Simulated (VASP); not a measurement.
# ScN₂H₄F: harmonic vibrations of a molecule

ScN₂H₄F, molecule in box, 8 atoms in the cell. PBE, harmonic vibrations; PAW potentials N, Sc_sv, F, H (PBE set).

## Input

INCAR.step1:
```
PREC     = Accurate       # precision mode
ENCUT    = 400            # plane-wave cutoff, eV
EDIFF    = 1E-8           # SCF threshold, eV
ISMEAR   = 0              # smearing method
SIGMA    = 0.01           # smearing width, eV
ISYM     = 0            
LREAL    = False          # projectors in reciprocal space
LASPH    = True           # aspherical terms in the spheres
NELM     = 100            # most SCF steps
ALGO     = Normal         # electronic algorithm
LWAVE    = False          # write WAVECAR
LCHARG   = False          # write CHGCAR
IBRION   = 2              # ionic algorithm
NSW      = 60             # ionic steps
ISIF     = 2              # what is computed and relaxed
EDIFFG   = -0.002         # ionic threshold
POTIM    = 0.5            # step
```

INCAR.step2, as INCAR.step1 but for:
```
- IBRION = 2
- NSW = 60
- ISIF = 2
- EDIFFG = -0.002
- POTIM = 0.5
+ IBRION = 5
+ NFREE = 2
+ POTIM = 0.015
+ NSW = 1
```

KPOINTS:
```
k-points
0
Gamma
  1 1 1
```

POSCAR.step1:
```
ScH4N2F
1.0
   14.0000000000      0.0000000000      0.0000000000
    0.0000000000     14.0000000000      0.0000000000
    0.0000000000      0.0000000000     11.0000000000
N Sc F H
2 1 1 4
Direct
    0.5777607100      0.6098142900      0.4613681800
    0.5254892900      0.3840642900      0.5573045500
    0.4814750000      0.5088714300      0.4929136400
    0.3527750000      0.5307785700      0.4628136400
    0.5653035700      0.6762928600      0.4288227300
    0.6490821400      0.6042142900      0.4750500000
    0.5938964300      0.3658857100      0.5763318200
    0.4843678600      0.3267071400      0.5773590900
```

Commands (each step's output is kept before the next begins):
```
cat potpaw_PBE.64/N/POTCAR potpaw_PBE.64/Sc_sv/POTCAR potpaw_PBE.64/F/POTCAR potpaw_PBE.64/H/POTCAR > POTCAR
cp INCAR.step1 INCAR
cp POSCAR.step1 POSCAR
mpirun -np 8 vasp_gam > vasp.out
cp CONTCAR POSCAR
cp INCAR.step2 INCAR
mpirun -np 8 vasp_gam > vasp.out
```

## Result

- Vibrations (cm⁻¹; a negative value is imaginary): 3514, 3513, 3429, 3427, 1499, 1492, 673, 652, 569, 488, 482, 442, 386, 330, 310, 140, 135, 90
- Zero-point energy (eV): 1.337
- Translations and rotations, which should read zero (cm⁻¹): -33, -24, -10, -1, 9, 11
- Vibrational entropy at 298 K (meV/K): 0.713
- Displaced cells: 48
- Ionic steps, all stages: 101
- Electronic steps, all stages: 1680

VASP 6.6.1 took 2223 s on 8 cores (Intel Xeon Platinum 8488C (Sapphire Rapids)), a shared host.
